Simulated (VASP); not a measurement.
Given:

```
HfLi2N2
1.0
    3.23571     0.00000     0.00000
   -1.61785     2.80220     0.00000
    0.00000     0.00000     5.42324
Li Hf N
2 1 2
Direct
  0.66667   0.33333   0.38258
  0.33333   0.66667   0.61742
  0.00000   0.00000   0.00000
  0.66667   0.33333   0.77916
  0.33333   0.66667   0.22084
```

Level of theory: r2SCAN meta-GGA, VASP's PBE PAW potentials (set 64) (plane waves; VASP). Run with 520 eV cut-off, 10×10×5 Γ-centred mesh, Gaussian smearing of 0.010 eV, potentials Li_sv Hf_pv N.

Problem. Predict the energy per atom (σ→0).

Solution. 
```yaml
energy per atom (σ→0): -15.067 eV/atom
```

Total energies compare only between runs with the same potentials, cut-off and functional.

The structure comes from a computed database's Li2HfN2 entry (P-3m1); how it stands against other phases isn't given here. It was relaxed first.
